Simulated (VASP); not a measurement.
Input:

```
ZrSe2
1.0
    1.90113    -3.29285     0.00000
    1.90113     3.29285     0.00000
    0.00000     0.00000     6.81330
Zr Se
1 2
Direct
  0.00000   0.00000   0.00000
  0.33333   0.66667   0.23221
  0.66667   0.33333   0.76779
```

The numbers are results of PBE GGA, VASP's PBE PAW potentials (set 64) (plane waves; VASP), not measurements. Numerical set-up: 520 eV cut-off, Gaussian smearing of 0.050 eV, potentials Zr_sv Se.

Without a dispersion term in the relaxation, distances and binding between the weakly bound layers, chains or molecules are unreliable, and so is what depends on them.

Predict the band gap (along the path) with the smallest direct gap where there is one.

The band gap (along the path) is 0.41 eV and the smallest direct gap (along the path) is 1.11 eV.

The compound is ZrSe2 in the 1T layered structure. It was relaxed first, which changed the volume by +13 %.
